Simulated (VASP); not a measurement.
BeZn₃O₄ (space group I-42m): the band gap from VASP (plane waves, PAW) at several levels of theory. Gaps are without spin-orbit coupling. Each level names its cell: its own relaxed one, PBE's, or the starting one. A gap is the smallest over the k-mesh and a band path; hybrids may have named points in place of the path, and GW has the mesh alone.  mBJ is a potential without an energy functional, so only the levels count.

```json
[
 {"level": "PBEsol (own cell)", "band gap (eV)": "1.55"},
 {"level": "mBJ (TB09) (PBE cell)", "band gap (eV)": "3.35"}
]
```

The cell of the PBEsol (own cell) run:

```yaml
crystal:
  lattice:
    - [-2.18563, 2.18563, 4.33123]
    - [2.18563, -2.18563, 4.33123]
    - [2.18563, 2.18563, -4.33123]
  atoms:
    - { symbol: Be, position: [0.00000, 0.00000, 0.00000] }
    - { symbol: Zn, position: [0.50000, 0.50000, 0.00000] }
    - { symbol: Zn, position: [0.25000, 0.75000, 0.50000] }
    - { symbol: Zn, position: [0.75000, 0.25000, 0.50000] }
    - { symbol: O, position: [0.66909, 0.66909, 0.56126] }
    - { symbol: O, position: [0.33091, 0.89218, 0.00000] }
    - { symbol: O, position: [0.10782, 0.10782, 0.43874] }
    - { symbol: O, position: [0.89218, 0.33091, 0.00000] }
```

Only levels that ran to the end are used. Left out are those held back, those with too coarse a band path, GW runs whose mesh misses a band edge, hybrids' fits of cells that aren't cubic and levels without matching references; a question may draw on a part of the rest.

The structure comes from a computed database's BeZn3O4 entry (I-42m); how it stands against other phases isn't given here.
